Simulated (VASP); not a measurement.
```
CELL_PARAMETERS angstrom
      0.00000     1.94857     1.94857
      1.94857     0.00000     1.94857
      1.94857     1.94857     0.00000
ATOMIC_POSITIONS crystal
  Al 0.00000 0.00000 0.00000
```

Method: r2SCAN+rVV10, VASP's PBE PAW potentials (set 64) (plane waves; VASP 6.6.1). Numerical set-up: 520 eV cut-off, 16×16×16 Γ-centred mesh, first-order Methfessel-Paxton smearing of 0.10 eV, potentials Al.

### Question
What does the run give for the energy per atom (σ→0), pressure, band gap (on the k-mesh) with the smallest direct gap where there is one?

### Answer

| Quantity | Result |
|---|---|
| band gap (on the k-mesh) | none (metal, semimetal or under 0.01 eV) |
| energy per atom (σ→0) | -642.2 kJ/mol of atoms |
| pressure | 7.36 GPa |

Total energies compare only between runs with the same potentials, cut-off and functional.

The compound is Al in the fcc structure. This cell is one point of a volume scan, at 0.94 of the reference volume.
